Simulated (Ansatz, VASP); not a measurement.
# Cross-check of Bi (Bismuth) between VASP and Ansatz

Wanted: the spread between two codes on one cell, functional and k mesh. Of the first pair: The structure shown is the start of the Ansatz relaxation below; VASP solves that cell, so the two are compared at the walk's first step.

Calculated with Ansatz 0.2.0; plane waves, with VASP 6.6.1 beside it; single point at LDA.

## (1) The structure

Symmetry: R-3m, No. 166, trigonal system. The conventional cell has a = 4.674 Å, b = 4.674 Å, c = 11.092 Å, α = 90.00°, β = 90.00°, γ = 120.00°. Nearest to Bi lie 6 Bi at 3.12 to 3.44 Å.

## (2) Ansatz: relaxation, LDA

Ansatz runs on its PAW soft_1 files.

The two programs are compared at the cell with which this relaxation starts, whose forces are those of its first step.

input.yaml

```yaml
crystal:
  lattice:
    - [2.3368063779, 1.3491557913, 3.6971959782]
    - [-2.3368063779, 1.3491557913, 3.6971959782]
    - [0.0, -2.6983115826, 3.6971959782]
  atoms:
    - { symbol: Bi, position: [0.237395641, 0.237395641, 0.237395641] }
    - { symbol: Bi, position: [0.762604359, 0.762604359, 0.762604359] }
  conventional_axes: [[1, -1, 0], [0, 1, -1], [1, 1, 1]]
kpoints:
  mp_grid: { grid: [12, 12, 12] }
hamiltonian:
  xc: lda
  pseudopotentials: { kind: paw, azcp: { folder: soft_1 }, xc_functional: pbe }
scf:
  occupations: { method: methfessel_paxton, width: 0.2 }
output:
  forces: true
  stress: true
  eigenvalues: true
relax:
  adjacent_minimum: "off"
  f_tol: 0.001
  max_steps: 60
  cell: { stress_tol: 0.01, fix: [a, b, gamma] }
```

Run with:

```bash
> ansatz run input.yaml --threads 4 --pin off --max-ram 10240MiB --backend cpu --events-out ev --progress --plain --runs-dir out
```

Numbers of over 12 decimals in the logs are rounded to 6 here.

The log of the run:

```text
Engine: ansatz 0.2.0, aarch64-unknown-linux-gnu
Pseudopotentials: kind: paw
Pseudopotential: Bi, paw, valence charge 15, recommended cutoff 420 eV (normal), soft_1/Bi.paw.azcp
Functional definition: SPW92
  exchange = slater_x
  correlation = pw_c
Crystal: 2 atoms, lattice volume = 69.937 Å³
Basis set: ecut = 420 eV, 1375 PW (Γ)
Bands: 19, of which v1, the nominal top of the filled ones, is band 15 counted from 1 (14 counted from 0)
Symmetry: 12 space group operations
Space group: R-3m (ITA 166), of the structure as read, at distance tolerance 4.1e-5 Å
k-points: 189 of 1728
Non-local potential: Bi, projectors of the file, l = 0: 2, l = 1: 2, l = 2: 2, l = 3: 1
PAW form: soft (Blöchl's): semilocal exchange-correlation on the pseudo side does not see the compensation charge
PAW frozen core: Bi, regenerated for the run's functional, and the local potential with it (the file was generated under x = pbe(κ = 0.804, μ = 0.219515), c = pbe(β = 0.066725))
PAW one-centre angular grid: Bi, 590 points (default); XC on 64 Gauss nodes
Initial density: superposition of atomic densities (chi_scale 0.1, normalization cell)
Initial wavefunctions: pseudopotential atomic-orbital guess
Functional: x = slater, c = lda
SCF iter   1: F=—  HF=-24175.655856 eV  |F-HF|=—  |Δ(HF+E_count)|=         —  Δρ=1.06e-2  dr2=6.87e-2  ethr=3.10e-3  ⟨swp⟩=5.5  Hψ=17175  notcnv=0
preconditioner: auto → Kerker (q_TF=auto, 2.369 Å⁻¹)  [metal: Δε(μ)=0.025 eV  Ē_g=20.126 eV  σ=0.200 eV  W_gap=0.10  n_scr=14 (ndim 8)  ℏωp=24.3 eV  f_vac=0.000  D(μ)=0.29/eV (n_scr^D=0)]
SCF iter   2: F=—  HF=-24175.640618 eV  |F-HF|=—  |Δ(HF+E_count)|=   1.52e-2  S|Δr|=    0.00e0  Δρ=6.64e-3  dr2=2.80e-2  ethr=2.29e-4  ⟨swp⟩=1.0  Hψ=5103  notcnv=0
SCF iter   3: F=—  HF=-24175.634693 eV  |F-HF|=—  |Δ(HF+E_count)|=   5.92e-3  S|Δr|=    0.00e0  Δρ=9.38e-4  dr2=8.90e-4  ethr=9.34e-5  ⟨swp⟩=2.0  Hψ=6429  notcnv=0
SCF iter   4: F=—  HF=-24175.634582 eV  |F-HF|=—  |Δ(HF+E_count)|=   1.11e-4  S|Δr|=    0.00e0  Δρ=3.17e-4  dr2=9.94e-5  ethr=2.97e-6  ⟨swp⟩=2.0  Hψ=6362  notcnv=0
SCF iter   5: F=—  HF=-24175.634587 eV  |F-HF|=—  |Δ(HF+E_count)|=   5.14e-6  S|Δr|=    0.00e0  Δρ=1.65e-4  dr2=2.56e-5  ethr=3.31e-7  ⟨swp⟩=2.0  Hψ=5925  notcnv=0
SCF iter   6: F=—  HF=-24175.634579 eV  |F-HF|=—  |Δ(HF+E_count)|=   8.37e-6  S|Δr|=    0.00e0  Δρ=2.51e-5  dr2=6.63e-7  ethr=8.53e-8  ⟨swp⟩=2.0  Hψ=6429  notcnv=0
SCF iter   7: F=-24175.634579 eV  HF=-24175.634579 eV  |F-HF|=1.68e-8  |Δ(HF+E_count)|=   8.45e-8  S|Δr|=    0.00e0  Δρ=6.05e-6  dr2=3.96e-8  ethr=3.33e-10  ⟨swp⟩=6.0  Hψ=17578  notcnv=0
SCF 1 converged in 7 iterations: F = -24175.634579 eV  dr2 = 3.96e-8
  greatest PAW one-centre occupation: 0.988 electrons in one spin orbital (limit 2), on the Bi atom at site 1 (counted from 0), in its partial waves of l = 2
relax step   1: F+E_penalty+E_count = -24175.63457886 eV  Δ(F+E_penalty+E_count) = +0.000e0 eV  max|allowed force component| = 4.217e-2 eV/Å  Δτ_max = 0.0000 Å  P = -2.395 GPa  Ω = 69.937 Å³  fix = [a, b, gamma]  reactions: a -3.248, b -3.248 GPa  (7 SCF iters, dr2 threshold 1.00e-7 eV, accepted)
[...]
relax step   2: F+E_penalty+E_count = -24175.63599754 eV  Δ(F+E_penalty+E_count) = -1.419e-3 eV  max|allowed force component| = 5.380e-2 eV/Å  Δτ_max = 0.0081 Å  P = -1.817 GPa  Ω = 69.127 Å³  energy of the carried Pulay correction = +5.960e-5 eV  fix = [a, b, gamma]  reactions: a -2.782, b -2.782 GPa  (4 SCF iters, dr2 threshold 2.00e-7 eV, accepted)
[...]
relax step   3: F+E_penalty+E_count = -24175.63634545 eV  Δ(F+E_penalty+E_count) = -3.479e-4 eV  max|allowed force component| = 1.971e-2 eV/Å  Δτ_max = 0.0047 Å  P = -1.943 GPa  Ω = 69.235 Å³  energy of the carried Pulay correction = +5.164e-5 eV  fix = [a, b, gamma]  reactions: a -2.884, b -2.884 GPa  (4 SCF iters, dr2 threshold 1.81e-7 eV, accepted)
[...]
relax step   4: F+E_penalty+E_count = -24175.63650540 eV  Δ(F+E_penalty+E_count) = -1.599e-4 eV  max|allowed force component| = 2.499e-3 eV/Å  Δτ_max = 0.0053 Å  P = -1.875 GPa  Ω = 69.009 Å³  energy of the carried Pulay correction = +6.837e-5 eV  fix = [a, b, gamma]  reactions: a -2.824, b -2.824 GPa  (4 SCF iters, dr2 threshold 2.43e-8 eV, accepted)
[...]
relax step   5: F+E_penalty+E_count = -24175.63650595 eV  Δ(F+E_penalty+E_count) = -5.475e-7 eV  max|allowed force component| = 1.858e-4 eV/Å  Δτ_max = 0.0003 Å  P = -1.891 GPa  Ω = 69.029 Å³  energy of the carried Pulay correction = +6.685e-5 eV  fix = [a, b, gamma]  reactions: a -2.837, b -2.837 GPa  (4 SCF iters, dr2 threshold 1.22e-9 eV, accepted)
[...]
relax step   6: F+E_penalty+E_count = -24175.63643774 eV  Δ(F+E_penalty+E_count) = +6.821e-5 eV  max|allowed force component| = 1.854e-4 eV/Å  Δτ_max = 0.0000 Å  P = -1.891 GPa  Ω = 69.029 Å³  fix = [a, b, gamma]  reactions: a -2.837, b -2.837 GPa  stress off target by 4.84e-4 GPa on what of the cell is left free  SCF on the basis re-selected at this cell (its energy is not comparable with the rows above)  (6 SCF iters)
basis re-selected at this cell: Δ(F+E_penalty+E_count) = +6.821e-5 eV, ΔP = -0.000 GPa vs the last step (what re-selecting the basis moved, of the pressure what is left beyond the Pulay correction that the steps carried, after the strain that the cell walked since its last selection, with what the two solves' SCF thresholds leave and, on support functions, any second-order correction that the steps lacked; it is no m [...]
SCF converged after 6 iterations
Stability not checked: this state was not tested for a lower state beside it, because cold or Methfessel-Paxton smearing, or corrected tetrahedra, fill the levels in a way that the test cannot read (fill_not_monotonic; see scf.lower_state_search)
Free energy (F): -24175.636438 eV
Harris-Foulkes:  -24175.636438 eV  (|F-HF|=1.09e-11)
Internal energy: -24175.639123 eV  (E = F + TS)
E sigma→0 (E₀):  -24175.637109 eV
Entropy (-TS):   0.002685 eV (1.343 meV/atom)
Fermi energy:    9.591334 eV
--- Per-component energies (eV) ---
  E_band       = -217.934097
  E_kinetic    = 509.870985
  E_local      = -2679.563968  (includes V_loc(G=0)·N_el)
  E_nonlocal   = 825.099362
  E_hartree    = 992.737531
  E_xc         = -301.283620
  E_vxc        = -262.881550  (∫ρ·V_xc dr)
  E_paw        = -20705.012443  (= ΣΔE_a)
  E_vpaw       = -595.934409  (= ΣTr[D̂ρ^β])
  E_aug_tail   = 0.000425  (compensation charges beyond the density's cutoff)
  E_ewald      = -2817.477755
  E_core_change = -0.009642  (= ΣΔE_core)
  E_smearing   = 0.002685  (= −TS)
  E_closure    = -0.000000  (closes the sum)
  Σ components = -24175.636438   (vs F -24175.636438, Δ=0.00e0)
--- Forces (eV/Å), atoms counted from 1 ---
  atom   1  Bi     0.00000000    -0.00000000    -0.00018543
  atom   2  Bi    -0.00000000     0.00000000     0.00018543
  max |Σ_I F_I| component: 9.25e-18 eV/Å
--- Stress (GPa, compression-positive) ---
       -2.836728       0.000000      -0.000000
        0.000000      -2.836728      -0.000000
       -0.000000      -0.000000       0.000484
  P = ⅓ Tr σ = -1.8910 GPa (-18.910 kbar)
--- Band table (eV; the first three rows and the last of 189) ---
  k-point 0: bands = [... 11 lower, 2.1046, 8.1241, 8.1241, 8.7557, 12.3711, 12.8019, 12.8019, 15.0244]
  k-point 1: bands = [... 11 lower, 1.9377, 8.1451, 8.1937, 8.7574, 12.1713, 12.4943, 12.5974, 14.8226]
  k-point 2: bands = [... 11 lower, 1.4841, 8.2097, 8.3630, 8.7729, 11.5927, 11.9647, 12.0918, 14.7164]
  k-point 188: bands = [... 11 lower, -0.5141, 8.4167, 8.8568, 8.8568, 9.7676, 9.7676, 9.7801, 17.3826]
--- Relaxed structure (5 steps of the walk, 5 accepted, 1 SCFs on fresh bases) ---
  F+E_penalty+E_count = -24175.63643774 eV   max|allowed force component| = 1.854e-4 eV/Å   (the final SCF, on the basis selected at the relaxed cell)
  cell:  # Å, volume = 69.0294 Å³
    - [2.336806, 1.349156, 3.649202]
    - [-2.336806, 1.349156, 3.649202]
    - [-1.7761381265182435e-18, -2.698312, 3.649202]
  atoms:
    - { symbol: Bi, position: [0.237593, 0.237593, 0.237593] }
    - { symbol: Bi, position: [0.762407, 0.762407, 0.762407] }
```

Reading the cycles: dr2 is the Hartree energy of the density residual (eV), the measure of convergence; HF is the Harris–Foulkes estimate of the energy, which meets the free energy F at convergence.

## (3) VASP: single point, LDA, start cell, pair 1

The same cell, functional (in two slightly different forms), mesh and smearing now go to VASP, with its own data sets.

Lines of VASP's logs that name or quote its potential files are left out, and so is its time.

INCAR

```
SYSTEM = Bi
PREC = Accurate
ENCUT = 400
EDIFF = 1E-06
NELM = 120
ISMEAR = 1
SIGMA = 0.2
LREAL = .FALSE.
ALGO = Normal
GGA = PW92
NBANDS = 21
LORBIT = 11
LWAVE = .FALSE.
LCHARG = .FALSE.
ISIF = 2
LASPH = .TRUE.
GGA_COMPAT = .FALSE.
KPAR = 2
```

POSCAR

```
Bi
1.0
    2.3368060000      1.3491560000      3.6971960000
   -2.3368060000      1.3491560000      3.6971960000
    0.0000000000     -2.6983120000      3.6971960000
Bi
2
Direct
    0.2373956732      0.2373956732      0.2373956732
    0.7626043268      0.7626043268      0.7626043268
```

KPOINTS

```
Automatic mesh
0
Gamma
12 12 12
0 0 0
```

PAW data sets: Bi_d (LDA family, release 64).

Run with:

```bash
> mpirun -np 2 vasp_std
```

The log of the run:

```text
[banner, memory and clock lines left out]
running    2 mpi-ranks, on    1 nodes
 distrk:  each k-point on    1 cores,    2 groups
 distr:  one band on    1 cores,    1 groups

 POSCAR found type information on POSCAR Bi
 POSCAR found :  1 types and       2 ions
|                                                                             |
|               ----> ADVICE to this user running VASP <----                  |
|                                                                             |
|     You enforced a specific xc type in the INCAR file but a different       |
|     [... a line on the potential file left out ...]
|     I HOPE YOU KNOW WHAT YOU ARE DOING!                                     |
|                                                                             |

 LDA part: xc-table for (Slater(with rela. corr.)+PW92), standard interpolation
 POSCAR, INCAR and KPOINTS ok, starting setup
 FFT: planning ... GRIDC
 FFT: planning ... GRID_SOFT
 FFT: planning ... GRID
 WAVECAR not read
 entering main loop
       N       E                     dE             d eps       ncg     rms          rms(c)
DAV:   1     0.282414287464E+03    0.28241E+03   -0.14359E+04  7964   0.146E+03
DAV:   2     0.145021365466E+02   -0.26791E+03   -0.26244E+03  8103   0.404E+02
DAV:   3    -0.829840188060E+01   -0.22801E+02   -0.22577E+02  9503   0.139E+02
DAV:   4    -0.905310012361E+01   -0.75470E+00   -0.75412E+00  9653   0.285E+01
DAV:   5    -0.908434621607E+01   -0.31246E-01   -0.31245E-01 11247   0.500E+00    0.973E-01
DAV:   6    -0.907225937612E+01    0.12087E-01   -0.18032E-02 10423   0.151E+00    0.566E-01
DAV:   7    -0.906714318105E+01    0.51162E-02   -0.10562E-02  9891   0.118E+00    0.104E-01
DAV:   8    -0.906704636103E+01    0.96820E-04   -0.10291E-03  9149   0.410E-01    0.159E-02
DAV:   9    -0.906705101950E+01   -0.46585E-05   -0.38857E-05 11766   0.491E-02    0.593E-03
DAV:  10    -0.906705088120E+01    0.13830E-06   -0.17467E-06  6945   0.127E-02
   1 F= -.90670509E+01 E0= -.90680381E+01  d E =0.296165E-02
```

OUTCAR, selected parts (step 3):

```text
ion  position               nearest neighbor table
   1  0.237  0.237  0.237-   2 3.12   2 3.12   2 3.12   2 3.44   2 3.44   2 3.44
   2  0.763  0.763  0.763-   1 3.12   1 3.12   1 3.12   1 3.44   1 3.44   1 3.44

  LATTYP: Found a trigonal (rhomboedric) cell.
 ALAT       =     4.5771329358
 COS(alpha) =     0.4786990652

 Subroutine GETGRP returns: Found 12 space group operations
 (whereof 12 operations were pure point group operations)

The static configuration has the point symmetry D_3d.

 Found    189 irreducible k-points:

   k-points           NKPTS =    189   k-points in BZ     NKDIM =    189   number of bands    NBANDS=     21

   dimension x,y,z NGX =    30 NGY =   30 NGZ =   30
   dimension x,y,z NGXF=    60 NGYF=   60 NGZF=   60

   ENCUT  =  400.0 eV  29.40 Ry    5.42 a.u.   7.46  7.46  7.46*2*pi/ulx,y,z

   NELECT =      30.0000    total number of electrons

 k-points in reciprocal lattice and weights: Automatic mesh
   0.00000000  0.00000000  0.00000000       0.001
   0.08333333  0.00000000 -0.00000000       0.003
   0.16666667 -0.00000000  0.00000000       0.003
   0.25000000  0.00000000  0.00000000       0.003
   0.33333333 -0.00000000  0.00000000       0.003
   0.41666667  0.00000000  0.00000000       0.003
   0.50000000  0.00000000  0.00000000       0.002
   0.08333333  0.08333333 -0.00000000       0.003
   0.16666667  0.08333333  0.00000000       0.007
[...]
-0.41666667  0.50000000  0.41666667       0.003
   0.50000000  0.50000000  0.50000000       0.001

 average (electrostatic) potential at core
       1-104.6948       2-104.6948

 E-fermi :   6.0749

 k-point     1 :       0.0000    0.0000    0.0000
  band No.  band energies     occupation
    ...
     11      -6.9253      2.00000
     12      -1.3676      2.00000
     13       4.6547      2.00000
     14       4.6548      2.00000
     15       5.1674      2.00000
     16       8.8138     -0.00000
     17       9.2235     -0.00000
     18       9.2235     -0.00000
     19      11.5338      0.00000
     20      11.5338      0.00000
    ...

 k-point     2 :       0.0833    0.0000   -0.0000
  band No.  band energies     occupation
    ...
     11      -6.8623      2.00000
     12      -1.5309      2.00000
     13       4.6730      2.00000
     14       4.7170      2.00000
     15       5.1741      2.00000
     16       8.6228     -0.00000
     17       8.9173     -0.00000
     18       9.0244     -0.00000
     19      11.3036      0.00000
     20      11.6053      0.00000
    ...

 k-point     3 :       0.1667   -0.0000    0.0000
  band No.  band energies     occupation
    ...
     11      -6.6742      2.00000
     12      -1.9753      2.00000
     13       4.7299      2.00000
     14       4.8681      2.00000
     15       5.2014      2.00000
     16       8.0538     -0.00000
     17       8.3947     -0.00000
     18       8.5319     -0.00000
     19      11.1750      0.00000
     20      11.8847      0.00000
    ...

  Total       -1.4075733     -1.4075742     -0.2973463      0.0000000      0.0000000      0.0000000
  in kB      -32.2457930    -32.2458134     -6.8118418      0.0000000      0.0000000      0.0000000
  external PRESSURE =     -23.7678161 kB  Pullay stress =       0.0000000 kB

  energy-cutoff  :      400.00
  volume of cell :       69.94
      direct lattice vectors                 reciprocal lattice vectors
     2.336806000  1.349156000  3.697196000     0.213967270  0.123534022  0.090158416
    -2.336806000  1.349156000  3.697196000    -0.213967270  0.123534022  0.090158416
     0.000000000 -2.698312000  3.697196000     0.000000000 -0.247068044  0.090158416

 POSITION                                       TOTAL-FORCE (eV/Angst)
 -----------------------------------------------------------------------------------
      0.00000      0.00000      2.63310         0.000000      0.000000     -0.031603
      0.00000      0.00000      8.45849         0.000000     -0.000000      0.031603
 -----------------------------------------------------------------------------------
    total drift:                                0.000000     -0.000000      0.000000

  FREE ENERGIE OF THE ION-ELECTRON SYSTEM (eV)
  ---------------------------------------------------
  free  energy   TOTEN  =        -9.0670508812 eV

  energy  without entropy=       -9.0700125308  energy(sigma->0) =       -9.06803810

 total charge
# of ion       s       p       d       tot
------------------------------------------
    1        1.534   1.350   9.910  12.794
    2        1.534   1.350   9.910  12.794
--------------------------------------------------
tot          3.069   2.700  19.820  25.588

[... 3 further parts left out ...]
```

The run ends at a pressure of -2.38 GPa, with forces up to 0.032 eV/Å.

## (4) Differences

Known differences besides the potentials themselves: the cutoff is 420 eV in Ansatz and 400 eV in VASP; VASP's log shows a relativistic correction to its local exchange, Ansatz's none. Total energies have different zeros and are not compared.

At this near-relaxed geometry the largest component of a force difference is 11 meV/Å.

## (5) Ansatz: relaxation, LDA

This run makes the geometry at which the two programs are then compared. The cell compared in this pair holds 69.03 Å³, against 69.94 Å³ for the pair before.

The structure compared here is the end of the Ansatz relaxation.

input.yaml is that of step 2.

Run with:

```bash
> ansatz run input.yaml --threads 4 --pin off --max-ram 10240MiB --backend cpu --events-out ev --progress --plain --runs-dir out
```

The log of the run:

```text
[...]
Crystal: 2 atoms, lattice volume = 69.937 Å³
Basis set: ecut = 420 eV, 1375 PW (Γ)
Bands: 19, of which v1, the nominal top of the filled ones, is band 15 counted from 1 (14 counted from 0)
Symmetry: 12 space group operations
[...]
k-points: 189 of 1728
[...]
k-point 188: bands = [... 11 lower, -0.5141, 8.4167, 8.8568, 8.8568, 9.7676, 9.7676, 9.7801, 17.3826]
--- Relaxed structure (5 steps of the walk, 5 accepted, 1 SCFs on fresh bases) ---
[...]
cell:  # Å, volume = 69.0294 Å³
    - [2.336806, 1.349156, 3.649202]
    - [-2.336806, 1.349156, 3.649202]
    - [-1.7761381265182435e-18, -2.698312, 3.649202]
  atoms:
    - { symbol: Bi, position: [0.237593, 0.237593, 0.237593] }
    - { symbol: Bi, position: [0.762407, 0.762407, 0.762407] }
[key lines of the parts left out:]
SCF converged after 6 iterations
Free energy (F): -24175.636438 eV
Fermi energy:    9.591334 eV
P = ⅓ Tr σ = -1.8910 GPa (-18.910 kbar)
```

[end of part 1 of 2]

[Lines on the potential files, build, host, timing and source positions are cut from VASP's logs without a mark.]

[Logs are printed without paths, hosts, clocks, repeated set-up lines and the standing remarks that a program may print on its own settings, such as how far it seeks lower states.]

[Hosts, paths, dates, database ids (printed as entryN), source tags and the programs' standing remarks are cut or masked in the printed files.]
